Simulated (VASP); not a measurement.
Input for VASP

File KPOINTS:
```
Regular mesh
0
G
9 9 9
0 0 0
```

### INCAR
```
# general
SYSTEM   =  NbTe
PREC     =  Accurate
ENCUT    =  400
LREAL    =  .False.
LASPH    =  .True.

# electronic loop
EDIFF    =  1E-6
NELM     =  100
ALGO     =  Normal
LMAXMIX  =  4
LMIXTAU  =  .True.

# smearing
ISMEAR   =  1
SIGMA    =  0.1

# functional
METAGGA  =  R2SCAN

# ions
IBRION   =  2
NSW      =  60
ISIF     =  3
EDIFFG   =  -0.01

# output
LWAVE    =  .False.
LCHARG   =  .False.
```

### POSCAR
```
NbTe
1.0
  0.0000000000   3.2616000000   3.2616000000
  3.2616000000   0.0000000000   3.2616000000
  3.2616000000   3.2616000000   0.0000000000
Nb Te
1 1
Direct
  0.0000000000   0.0000000000   0.0000000000
  0.5000000000   0.5000000000   0.5000000000
```

POTCAR, in this order: Nb_sv Te (PBE.64 set). Program: vasp_std.

Write an equivalent input for Ansatz.

One equivalent input (not run):
Ansatz 0.2 input:
```yaml
crystal:
  lattice:
    - [0.0000000, 3.2616000, 3.2616000]
    - [3.2616000, 0.0000000, 3.2616000]
    - [3.2616000, 3.2616000, 0.0000000]
  atoms:
    - { symbol: Nb, position: [0.0000000, 0.0000000, 0.0000000] }
    - { symbol: Te, position: [0.5000000, 0.5000000, 0.5000000] }
kpoints:
  mp_grid: { grid: [9, 9, 9] }
hamiltonian:
  xc: r2scan
  pseudopotentials: { kind: paw }
scf:
  occupations: { method: methfessel_paxton, width: 0.1 }
  max_iter: 100
relax:
  max_steps: 60
  f_tol: 0.01
  cell: {}
output: { forces: true, stress: true, eigenvalues: true }
```
The two are equivalent in intent, not identical: each code has its own PAW files, so the cut-off isn't converted (ENCUT is set for VASP's; basis.ecutwfc is left out, and Ansatz then takes the one that its files recommend); Ansatz stops its SCF on the density residual and VASP on the energy change (EDIFF).

The structure was generated: NbTe was put into the rock salt type (Fm-3m), which need not be its known phase. This run relaxes it. Symmetry was kept, so distortions that lower it aren't found.
